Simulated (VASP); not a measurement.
An input for Ansatz (written as the equivalent of a VASP run, and not itself run):

Ansatz 0.2 input:
```yaml
crystal:
  lattice:
    - [0.0000000, 2.7954442, 2.7954442]
    - [2.7954442, 0.0000000, 2.7954442]
    - [2.7954442, 2.7954442, 0.0000000]
  atoms:
    - { symbol: La, position: [0.0000000, 0.0000000, 0.0000000] }
    - { symbol: O, position: [0.2500000, 0.2500000, 0.2500000] }
kpoints:
  mp_grid: { grid: [10, 10, 10] }
hamiltonian:
  xc: pbesol
  pseudopotentials: { kind: paw }
scf:
  occupations: { method: methfessel_paxton, width: 0.1 }
  max_iter: 100
relax:
  max_steps: 60
  f_tol: 0.01
  cell: {}
output: { forces: true, stress: true, eigenvalues: true }
```

Task: Write the VASP files for the same calculation (PBEsol).

Result: Several could match; the one computed here: 
### KPOINTS
```
Automatic mesh
0
Gamma
10 10 10
0 0 0
```

INCAR:
```
SYSTEM = LaO
EDIFFG = -0.01   # ionic stop
PREC = Accurate
NSW = 60   # most ionic steps
LMAXMIX = 6   # l cut-off of mixed one-centre charges
ENCUT = 520   # plane-wave cut-off (eV)
GGA = PS
LWAVE = .False.
ALGO = Normal
LREAL = .False.   # projection in real space or not
ISIF = 3
LCHARG = .False.
NELM = 100   # most electronic steps
LASPH = .True.   # aspherical one-centre terms
IBRION = 2   # conjugate gradients
SIGMA = 0.1   # width (eV)
ISMEAR = 1
EDIFF = 1E-6
```

File POSCAR:
```
LaO
1
   -0.0000000000     2.7954441830     2.7954441830
    2.7954441830     0.0000000000     2.7954441830
    2.7954441830     2.7954441830    -0.0000000000
La O
1 1
Direct
  0.0000000000   0.0000000000   0.0000000000
  0.2500000000   0.2500000000   0.2500000000
```

POTCAR, in this order: La O (PBE.64 set). Program: vasp_std.

The two are equivalent in intent, not identical: each code has its own PAW files, so the cut-off isn't converted (ENCUT is set for VASP's; basis.ecutwfc is left out, and Ansatz then takes the one that its files recommend); Ansatz stops its SCF on the density residual and VASP on the energy change (EDIFF).

The structure was generated: LaO was put into the zinc blende type (F-43m), which need not be its known phase. It was relaxed first, which changed the volume by -30 %. The start is the result of an earlier pass.
